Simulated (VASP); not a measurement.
Given:

```yaml
crystal:
  lattice:
    - [1.57737, -2.73208, 0.00000]
    - [1.57737, 2.73208, 0.00000]
    - [0.00000, 0.00000, 3.51197]
  atoms:
    - { symbol: Zr, position: [0.00000, 0.00000, 0.00000] }
    - { symbol: B, position: [0.33333, 0.66667, 0.50000] }
    - { symbol: B, position: [0.66667, 0.33333, 0.50000] }
```

The numbers are results of PBEsol GGA, VASP's PBE PAW potentials (set 64) (plane waves; VASP), not measurements. Run with 600 eV cut-off, 10×10×8 Γ-centred mesh, first-order Methfessel-Paxton smearing of 0.10 eV, potentials Zr_sv B.

Each row applies one change to this cell, which was relaxed at other settings and keeps the small stress of the first row; at a fixed cut-off the stress holds a Pulay part, so it need not integrate to ΔE exactly. Stress is in GPa, positive when the cell is compressed.

```json
[
 {"change": "none", "ΔE (meV/atom)": "0.0", "σxx": "0.00", "σyy": "0.00", "σzz": "0.06", "largest shear component, with its sign (GPa)": "0.00", "largest force (eV/Å)": "0.000"},
 {"change": "biaxial strain of -4.0 % in the xz plane", "ΔE (meV/atom)": "72.7", "σxx": "34.18", "σyy": "9.69", "σzz": "28.39", "largest shear component, with its sign (GPa)": "0.00", "largest force (eV/Å)": "0.070"},
 {"change": "uniaxial strain of +2.0 % along y", "ΔE (meV/atom)": "6.9", "σxx": "-1.22", "σyy": "-10.93", "σzz": "-2.32", "largest shear component, with its sign (GPa)": "0.00", "largest force (eV/Å)": "0.038"},
 {"change": "uniaxial strain of -1.5 % along z", "ΔE (meV/atom)": "3.5", "σxx": "1.99", "σyy": "1.99", "σzz": "7.24", "largest shear component, with its sign (GPa)": "0.00", "largest force (eV/Å)": "0.000"},
 {"change": "biaxial strain of +4.0 % in the yz plane with the ions relaxed", "ΔE (meV/atom)": "58.1", "σxx": "-6.33", "σyy": "-23.19", "σzz": "-19.25", "largest shear component, with its sign (GPa)": "0.00", "largest force (eV/Å)": "0.008"},
 {"change": "uniaxial strain of +3.0 % along x with the ions relaxed", "ΔE (meV/atom)": "15.3", "σxx": "-15.96", "σyy": "-1.65", "σzz": "-3.42", "largest shear component, with its sign (GPa)": "0.00", "largest force (eV/Å)": "0.006"},
 {"change": "biaxial strain of +0.5 % in the xy plane", "ΔE (meV/atom)": "0.9", "σxx": "-3.17", "σyy": "-3.17", "σzz": "-1.16", "largest shear component, with its sign (GPa)": "0.00", "largest force (eV/Å)": "0.000"},
 {"change": "uniaxial strain of +3.0 % along y", "ΔE (meV/atom)": "15.3", "σxx": "-1.83", "σyy": "-15.84", "σzz": "-3.41", "largest shear component, with its sign (GPa)": "0.00", "largest force (eV/Å)": "0.074"},
 {"change": "isotropic strain of +4.0 %", "ΔE (meV/atom)": "100.5", "σxx": "-24.21", "σyy": "-24.21", "σzz": "-21.74", "largest shear component, with its sign (GPa)": "0.00", "largest force (eV/Å)": "0.000"}
]
```

Failed runs are left out, and for metals the shear rows, which the mesh's noise covers.

The compound is ZrB2 in the AlB2 type structure.
